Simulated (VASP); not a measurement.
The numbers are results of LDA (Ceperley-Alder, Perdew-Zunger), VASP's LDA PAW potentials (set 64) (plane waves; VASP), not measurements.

Input for VASP

**POSCAR**
```
Zn
1.0
  1.3007335243  -2.2529369474   0.0000000000
  1.3007335243   2.2529369474   0.0000000000
  0.0000000000   0.0000000000   4.5789777820
Zn
2
Cart
  1.3007335243   0.7509804844   1.1447444455
  1.3007335243  -0.7509804844   3.4342333365
```

**INCAR**
```
# general
SYSTEM   =  Zn
PREC     =  Accurate
ENCUT    =  530
LREAL    =  F
LASPH    =  T

# electronic loop
EDIFF    =  1E-7
NELM     =  100
ALGO     =  Normal
LMAXMIX  =  4

# smearing
ISMEAR   =  1
SIGMA    =  0.1

# ions
IBRION   =  6
NSW      =  1
ISIF     =  3
POTIM    =  0.015
NFREE    =  2

# output
LWAVE    =  F
LCHARG   =  F
```

KPOINTS:
```
Automatic
0
gamma
14 14 7
```

POTCAR, in this order: Zn (LDA.64 set). Program: vasp_std.

What VASP printed:

### OSZICAR
```
...
DAV:   3    -0.375816819535E+01    0.22216E-01   -0.11269E-02 16032   0.192E+00    0.552E-01
DAV:   4    -0.375135783426E+01    0.68104E-02   -0.70062E-03 19464   0.153E+00    0.705E-02
DAV:   5    -0.375143465577E+01   -0.76822E-04   -0.11807E-03 14696   0.517E-01    0.276E-02
DAV:   6    -0.375142159621E+01    0.13060E-04   -0.15086E-04 14440   0.244E-01    0.911E-03
DAV:   7    -0.375142118287E+01    0.41334E-06   -0.60794E-06 16160   0.569E-02    0.238E-03
DAV:   8    -0.375142111741E+01    0.65452E-07   -0.61338E-07 14056   0.156E-02
   8 F= -.37514211E+01 E0= -.37514710E+01  d E =0.149561E-03
       N       E                     dE             d eps       ncg     rms          rms(c)
DAV:   1    -0.383800390013E+01   -0.86583E-01   -0.97399E-01 16664   0.106E+01    0.192E+00
DAV:   2    -0.378171058627E+01    0.56293E-01   -0.40157E-02 15680   0.457E+00    0.115E+00
DAV:   3    -0.375112753090E+01    0.30583E-01   -0.31953E-02 19712   0.411E+00    0.111E-01
DAV:   4    -0.375143334696E+01   -0.30582E-03   -0.39995E-03 13352   0.758E-01    0.719E-02
DAV:   5    -0.375142465344E+01    0.86935E-05   -0.67485E-05 15696   0.123E-01    0.121E-02
DAV:   6    -0.375142110318E+01    0.35503E-05   -0.34906E-06 18672   0.410E-02    0.167E-03
DAV:   7    -0.375142111992E+01   -0.16740E-07   -0.63041E-07 15008   0.934E-03
   9 F= -.37514211E+01 E0= -.37514710E+01  d E =0.149612E-03
       N       E                     dE             d eps       ncg     rms          rms(c)
DAV:   1    -0.379180770026E+01   -0.40387E-01   -0.83142E-01 14688   0.976E+00    0.131E+00
DAV:   2    -0.376724536854E+01    0.24562E-01   -0.22490E-02 13296   0.352E+00    0.798E-01
DAV:   3    -0.375165819838E+01    0.15587E-01   -0.13515E-02 19312   0.307E+00    0.576E-02
DAV:   4    -0.375183148688E+01   -0.17329E-03   -0.21012E-03 12344   0.542E-01    0.430E-02
DAV:   5    -0.375180811651E+01    0.23370E-04   -0.38157E-05 15824   0.760E-02    0.114E-02
DAV:   6    -0.375180897710E+01   -0.86059E-06   -0.47703E-06 14032   0.402E-02    0.296E-03
DAV:   7    -0.375180885319E+01    0.12390E-06   -0.53157E-07 14288   0.120E-02    0.570E-04
DAV:   8    -0.375180888967E+01   -0.36481E-07   -0.27187E-08  6632   0.348E-03
  10 F= -.37518089E+01 E0= -.37518700E+01  d E =0.183347E-03
       N       E                     dE             d eps       ncg     rms          rms(c)
DAV:   1    -0.382944425439E+01   -0.77635E-01   -0.89933E-01 16184   0.104E+01    0.190E+00
DAV:   2    -0.377971376570E+01    0.49730E-01   -0.33700E-02 14496   0.439E+00    0.115E+00
DAV:   3    -0.375153024420E+01    0.28184E-01   -0.22806E-02 18984   0.420E+00    0.925E-02
DAV:   4    -0.375181292023E+01   -0.28268E-03   -0.33635E-03 12336   0.688E-01    0.663E-02
DAV:   5    -0.375181494140E+01   -0.20212E-05   -0.46579E-05 14872   0.964E-02    0.173E-02
DAV:   6    -0.375180896113E+01    0.59803E-05   -0.31685E-06 18176   0.467E-02    0.353E-03
DAV:   7    -0.375180891508E+01    0.46053E-07   -0.62447E-07 13944   0.869E-03
  11 F= -.37518089E+01 E0= -.37518700E+01  d E =0.183360E-03
       N       E                     dE             d eps       ncg     rms          rms(c)
DAV:   1    -0.379321141271E+01   -0.41402E-01   -0.72611E-01 16160   0.893E+00    0.131E+00
DAV:   2    -0.376828913482E+01    0.24922E-01   -0.17774E-02 14728   0.313E+00    0.798E-01
DAV:   3    -0.375173596451E+01    0.16553E-01   -0.11240E-02 19256   0.307E+00    0.557E-02
DAV:   4    -0.375188902281E+01   -0.15306E-03   -0.18707E-03 12280   0.496E-01    0.408E-02
DAV:   5    -0.375181965950E+01    0.69363E-04   -0.26609E-05 15528   0.686E-02    0.979E-03
DAV:   6    -0.375180710207E+01    0.12557E-04   -0.32869E-06 14936   0.335E-02    0.249E-03
DAV:   7    -0.375180522889E+01    0.18732E-05   -0.39249E-07 13304   0.931E-03    0.953E-04
DAV:   8    -0.375180507843E+01    0.15046E-06   -0.11663E-08  6624   0.169E-03    0.214E-04
DAV:   9    -0.375180506011E+01    0.18325E-07   -0.12514E-09  6560   0.456E-04
  12 F= -.37518051E+01 E0= -.37518673E+01  d E =0.186780E-03
       N       E                     dE             d eps       ncg     rms          rms(c)
DAV:   1    -0.382944604838E+01   -0.77641E-01   -0.91514E-01 16424   0.104E+01    0.190E+00
DAV:   2    -0.377968662653E+01    0.49759E-01   -0.34043E-02 14776   0.435E+00    0.115E+00
DAV:   3    -0.375150796786E+01    0.28179E-01   -0.22635E-02 18872   0.419E+00    0.921E-02
DAV:   4    -0.375180912973E+01   -0.30116E-03   -0.35208E-03 12456   0.698E-01    0.668E-02
DAV:   5    -0.375181097443E+01   -0.18447E-05   -0.44452E-05 14688   0.867E-02    0.166E-02
DAV:   6    -0.375180506763E+01    0.59068E-05   -0.29448E-06 18200   0.530E-02    0.292E-03
DAV:   7    -0.375180506013E+01    0.75015E-08   -0.62065E-07 13448   0.850E-03
  13 F= -.37518051E+01 E0= -.37518673E+01  d E =0.186791E-03
       N       E                     dE             d eps       ncg     rms          rms(c)
DAV:   1    -0.377328170382E+01   -0.21477E-01   -0.14876E+00 14032   0.118E+01    0.902E-01
DAV:   2    -0.376157816707E+01    0.11704E-01   -0.12381E-02 15368   0.242E+00    0.554E-01
DAV:   3    -0.375292276396E+01    0.86554E-02   -0.57859E-03 20760   0.220E+00    0.166E-02
DAV:   4    -0.375300972364E+01   -0.86960E-04   -0.98136E-04 13752   0.355E-01    0.999E-03
DAV:   5    -0.375300040995E+01    0.93137E-05   -0.27846E-06 16792   0.188E-02    0.172E-03
DAV:   6    -0.375299913074E+01    0.12792E-05   -0.29030E-07 12392   0.102E-02    0.363E-04
DAV:   7    -0.375299908035E+01    0.50391E-07   -0.17989E-08  8072   0.231E-03
  14 F= -.37529991E+01 E0= -.37529712E+01  d E =-.837177E-04
       N       E                     dE             d eps       ncg     rms          rms(c)
DAV:   1    -0.375282948031E+01    0.16965E-03   -0.26858E+00 12832   0.137E+01    0.664E-02
DAV:   2    -0.375308358210E+01   -0.25410E-03   -0.37490E-03 13976   0.717E-01    0.424E-02
DAV:   3    -0.375300021869E+01    0.83363E-04   -0.17104E-04 15600   0.980E-02    0.563E-03
DAV:   4    -0.375299956105E+01    0.65764E-06   -0.27106E-06 13792   0.207E-02    0.329E-03
DAV:   5    -0.375299907600E+01    0.48505E-06   -0.83872E-07 16000   0.636E-03    0.371E-04
DAV:   6    -0.375299907128E+01    0.47194E-08   -0.20881E-08  7928   0.147E-03
  15 F= -.37529991E+01 E0= -.37529712E+01  d E =-.837170E-04
       N       E                     dE             d eps       ncg     rms          rms(c)
DAV:   1    -0.375229704257E+01    0.70203E-03   -0.22266E+00  4608   0.129E+01    0.540E-02
DAV:   2    -0.375266484334E+01   -0.36780E-03   -0.39284E-03  5384   0.780E-01    0.317E-02
DAV:   3    -0.375266700233E+01   -0.21590E-05   -0.45793E-05  5640   0.799E-02    0.983E-03
DAV:   4    -0.375267640985E+01   -0.94075E-05   -0.74754E-06  5592   0.358E-02    0.158E-03
DAV:   5    -0.375267914826E+01   -0.27384E-05   -0.45134E-07  5408   0.571E-03    0.681E-04
DAV:   6    -0.375267963739E+01   -0.48913E-06   -0.26501E-08  3144   0.177E-03    0.253E-04
DAV:   7    -0.375267976388E+01   -0.12649E-06   -0.49352E-09  2648   0.988E-04    0.571E-05
DAV:   8    -0.375267977090E+01   -0.70113E-08   -0.10397E-09  2688   0.497E-04
  16 F= -.37526798E+01 E0= -.37526504E+01  d E =-.882463E-04
       N       E                     dE             d eps       ncg     rms          rms(c)
DAV:   1    -0.375223352356E+01    0.44624E-03   -0.37427E+00  4616   0.164E+01    0.842E-02
DAV:   2    -0.375274038966E+01   -0.50687E-03   -0.60897E-03  5224   0.936E-01    0.484E-02
DAV:   3    -0.375268545985E+01    0.54930E-04   -0.74614E-05  5616   0.102E-01    0.132E-02
DAV:   4    -0.375268030554E+01    0.51543E-05   -0.10145E-05  5512   0.463E-02    0.300E-03
DAV:   5    -0.375267980345E+01    0.50208E-06   -0.11111E-06  5440   0.794E-03    0.874E-04
DAV:   6    -0.375267977404E+01    0.29417E-07   -0.58194E-08  3448   0.287E-03
  17 F= -.37526798E+01 E0= -.37526504E+01  d E =-.882484E-04
```

File OUTCAR:
```
------------------------ aborting loop because EDIFF is reached ----------------------------------------
  FORCE on cell =-STRESS in cart. coord.  units (eV):
  Direction    XX          YY          ZZ          XY          YZ          ZX
  --------------------------------------------------------------------------------------
  Total        0.1334968      0.1334968      0.1159124      0.0000000     -0.0000000      0.0000000
  in kB        7.9697630      7.9697658      6.9199758      0.0000000     -0.0000000      0.0000000
  external PRESSURE =       7.6198349 kB  Pullay stress =       0.0000000 kB
  volume of cell :       26.84
      direct lattice vectors                 reciprocal lattice vectors
     1.300733524 -2.252936947  0.000000000     0.384398488 -0.221932531  0.000000000
     1.300733524  2.252936947  0.000000000     0.384398488  0.221932531  0.000000000
     0.000000000  0.000000000  4.578977782     0.000000000  0.000000000  0.218389354
 POSITION                                       TOTAL-FORCE (eV/Angst)
 -----------------------------------------------------------------------------------
      1.30073      0.75098      1.12974         0.000000     -0.000000      0.057445
      1.30073     -0.75098      3.43423        -0.000000      0.000000     -0.057445
 -----------------------------------------------------------------------------------
    total drift:                                0.000000      0.000054     -0.004667
  FREE ENERGIE OF THE ION-ELECTRON SYSTEM (eV)
  ---------------------------------------------------
  free  energy   TOTEN  =        -3.7526797740 eV

  energy  without entropy=       -3.7525915256  energy(sigma->0) =       -3.75265036

   1 f  =    5.350744 THz    33.619715 2PiTHz  178.481603 cm-1    22.128889 meV
             X         Y         Z           dx          dy          dz
      1.300734  0.750980  1.144744     0.000000    0.000000    0.707107
      1.300734 -0.750980  3.434233    -0.000000   -0.000000   -0.707107

   2 f  =    2.647134 THz    16.632433 2PiTHz   88.298885 cm-1    10.947662 meV
             X         Y         Z           dx          dy          dz
      1.300734  0.750980  1.144744    -0.000000   -0.707107   -0.000000
      1.300734 -0.750980  3.434233     0.000000    0.707107   -0.000000

   3 f  =    2.647134 THz    16.632430 2PiTHz   88.298870 cm-1    10.947660 meV
             X         Y         Z           dx          dy          dz
      1.300734  0.750980  1.144744    -0.707107    0.000000    0.000000
      1.300734 -0.750980  3.434233     0.707107   -0.000000    0.000000

   4 f  =    0.000000 THz     0.000000 2PiTHz    0.000001 cm-1     0.000000 meV
             X         Y         Z           dx          dy          dz
      1.300734  0.750980  1.144744    -0.000000   -0.682398    0.185290
      1.300734 -0.750980  3.434233    -0.000000   -0.682398    0.185290

   5 f  =    0.000000 THz     0.000000 2PiTHz    0.000000 cm-1     0.000000 meV
             X         Y         Z           dx          dy          dz
      1.300734  0.750980  1.144744     0.707107   -0.000000    0.000000
      1.300734 -0.750980  3.434233     0.707107   -0.000000    0.000000

   6 f/i=    0.000000 THz     0.000000 2PiTHz    0.000002 cm-1     0.000000 meV
             X         Y         Z           dx          dy          dz
      1.300734  0.750980  1.144744     0.000000    0.185290    0.682398
      1.300734 -0.750980  3.434233     0.000000    0.185290    0.682398

 ELASTIC MODULI CONTR FROM IONIC RELAXATION (kBar)
 Direction    XX          YY          ZZ          XY          YZ          ZX
 --------------------------------------------------------------------------------
 XX          -1.5781      1.5781     -0.0000      0.0000      0.0000      0.0000
 YY           1.5781     -1.5781      0.0000     -0.0000      0.0000      0.0000
 ZZ          -0.0000      0.0000     -0.0000      0.0000      0.0000      0.0000
 XY           0.0000     -0.0000      0.0000     -1.5781      0.0000      0.0000
 YZ           0.0000      0.0000      0.0000      0.0000      0.0000      0.0000
 ZX           0.0000      0.0000      0.0000      0.0000      0.0000      0.0000
 --------------------------------------------------------------------------------

 TOTAL ELASTIC MODULI (kBar)
 Direction    XX          YY          ZZ          XY          YZ          ZX
 --------------------------------------------------------------------------------
 XX        2486.2386    629.7661    577.1274      0.0000      0.0000      0.0000
 YY         629.7661   2486.2403    577.1276     -0.0000      0.0000      0.0000
 ZZ         577.1274    577.1276   1200.5994     -0.0000      0.0000      0.0000
 XY           0.0000     -0.0000     -0.0000    928.2367      0.0000      0.0000
 YZ           0.0000      0.0000      0.0000     -0.0000    715.9581      0.0000
 ZX           0.0000      0.0000      0.0000      0.0000      0.0000    715.9579
 --------------------------------------------------------------------------------
```
(Selected blocks of OUTCAR.)

Finite-difference elastic constants of metals are sensitive to mesh and smearing; shear constants can be off by tens of GPa.

The compound is Zn in the hcp structure. It was relaxed first, which changed the volume by -12 %.
